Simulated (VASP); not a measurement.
**Ti: relaxation of shape and atoms at fixed volume with PBE+D3(BJ)**

The system is Ti.

```xyz
2
Lattice="2.8865 0.0000 0.0000 -1.4433 2.4998 0.0000 0.0000 0.0000 4.5608" Properties=species:S:1:pos:R:3 pbc="T T T"
Ti    0.0000    1.6665    1.1402
Ti    1.4433    0.8333    3.4206
```

```
Program                : VASP 6.6.1
Task                   : relaxation of shape and atoms at fixed volume
Functional             : PBE
Dispersion             : D3(BJ)
Potentials or basis    : VASP PAW PBE potentials, release 64 (Ti_sv)
Cutoff                 : 600 eV
k mesh                 : 15 × 15 × 8
Occupations            : methfessel-paxton, width 0.1 eV
Spin                   : no spin polarisation
Further INCAR settings : ALGO = Normal; EDIFF = 1e-07; IBRION = 2; EDIFFG = -0.01; NSW = 40; ISIF = 4
```

* Pressure after relaxing: 0.0 GPa
* Band gap on the k mesh: none (metal or under the smearing width)
* Dispersion energy per atom: -0.637 eV

Final structure:
```xyz
2
Lattice="2.8865 0.0000 0.0000 -1.4433 2.4998 0.0000 0.0000 0.0000 4.5608" Properties=species:S:1:pos:R:3 pbc="T T T"
Ti    0.0000    1.6665    1.1402
Ti    1.4433    0.8333    3.4206
```

Levels at points of the mesh, in eV from the Fermi level:
```
           k point  band 8  band 9  band 10  band 11  band 12  band 13  band 14  band 15  band 16
(0.00, 0.00, 0.00)  -32.57   -6.35    -2.84     0.79     0.79     0.92     0.93     1.33     1.33
(0.00, 0.00, 0.50)  -32.63   -4.41    -4.41     0.07     0.07     0.68     0.68     0.68     0.68
```

Wall time 69 s on 1 thread of Intel(R) Xeon(R) Platinum 8488C (Sapphire Rapids), with other jobs on the host, peak memory 0.21 GiB.

Caveat: the relaxation stopped at its first step, so nothing moved; pairwise dispersion overbinds metals, which lowers pressure and volume.
